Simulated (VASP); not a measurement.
Computed with PBE GGA, VASP's PBE PAW potentials (set 64) (plane waves; VASP).

A VASP calculation is set up with these files.

### POSCAR
```
AuZn
1
    3.1968130000     0.0000000000     0.0000000000
    0.0000000000     3.0925390000     0.0000000000
    0.0000000000     0.0000000000     3.2034120000
Zn Au
1 1
Direct
  0.5000000000   0.5000000000   0.5000000000
  0.0251430000   0.0000000000   0.0000000000
```

**INCAR**
```
SYSTEM  =  AuZn
PREC  =  Accurate; ENCUT  =  400; LREAL  =  F
LASPH  =  T
EDIFF  =  1E-6; NELM  =  100; ALGO  =  Normal
LMAXMIX  =  6
ISMEAR  =  1; SIGMA  =  0.5
GGA  =  PE
ISIF  =  2
LWAVE  =  F; LCHARG  =  F
```

File KPOINTS:
```
Automatic
0
gamma
 10 11 10
0 0 0
```

POTCAR, in this order: Zn Au (PBE.64 set). Program: vasp_std.

Output

File OSZICAR:
```
       N       E                     dE             d eps       ncg     rms          rms(c)
DAV:   1     0.108469640961E+03    0.10847E+03   -0.10048E+04  6711   0.165E+03
DAV:   2    -0.187866418155E+01   -0.11035E+03   -0.10701E+03  6760   0.302E+02
DAV:   3    -0.516177973391E+01   -0.32831E+01   -0.32713E+01  7971   0.627E+01
DAV:   4    -0.518084720979E+01   -0.19067E-01   -0.19064E-01  7481   0.413E+00
DAV:   5    -0.518107246392E+01   -0.22525E-03   -0.22525E-03  8104   0.459E-01    0.825E+00
DAV:   6    -0.476421475675E+01    0.41686E+00   -0.14510E+00  6606   0.143E+01    0.528E+00
DAV:   7    -0.473888294843E+01    0.25332E-01   -0.34348E-02  8993   0.416E+00    0.281E+00
DAV:   8    -0.473069752615E+01    0.81854E-02   -0.99804E-03  7598   0.117E+00    0.145E-01
DAV:   9    -0.473071892768E+01   -0.21402E-04   -0.38420E-04  7283   0.248E-01    0.748E-02
DAV:  10    -0.473072879931E+01   -0.98716E-05   -0.50060E-05  8148   0.117E-01    0.169E-02
DAV:  11    -0.473072914784E+01   -0.34852E-06   -0.11773E-05  7278   0.846E-02    0.472E-03
DAV:  12    -0.473072897029E+01    0.17755E-06   -0.51400E-07  3625   0.218E-02
   1 F= -.47307290E+01 E0= -.47314875E+01  d E =0.227551E-02
```

### OUTCAR
```
------------------------ aborting loop because EDIFF is reached ----------------------------------------
  FORCE on cell =-STRESS in cart. coord.  units (eV):
  Direction    XX          YY          ZZ          XY          YZ          ZX
  --------------------------------------------------------------------------------------
  Total        0.4796555      0.6167422      0.5390049      0.0000000      0.0000000      0.0000000
  in kB       24.2658103     31.2010354     27.2683032      0.0000000      0.0000000      0.0000000
  external PRESSURE =      27.5783830 kB  Pullay stress =       0.0000000 kB
  volume of cell :       31.67
      direct lattice vectors                 reciprocal lattice vectors
     3.196813000  0.000000000  0.000000000     0.312811541  0.000000000  0.000000000
     0.000000000  3.092539000  0.000000000     0.000000000  0.323358897  0.000000000
     0.000000000  0.000000000  3.203412000     0.000000000  0.000000000  0.312167152
 POSITION                                       TOTAL-FORCE (eV/Angst)
 -----------------------------------------------------------------------------------
      1.59841      1.54627      1.60171         0.285861      0.000000      0.000000
      0.08038      0.00000      0.00000        -0.285861      0.000000      0.000000
 -----------------------------------------------------------------------------------
    total drift:                                0.000061      0.000000     -0.000000
  FREE ENERGIE OF THE ION-ELECTRON SYSTEM (eV)
  ---------------------------------------------------
  free  energy   TOTEN  =        -4.7307289703 eV

  energy  without entropy=       -4.7330044794  energy(sigma->0) =       -4.73148747
```
(Selected blocks of OUTCAR.)

The compound is AuZn in the CsCl type structure. The cell was not relaxed at this level, atoms are displaced from their ideal sites. The run is one of a series of settings (SIGMA = 0.5 against the base run), some of them coarse on purpose. The electron count is odd and the run is not spin-polarised, which forces a metal.
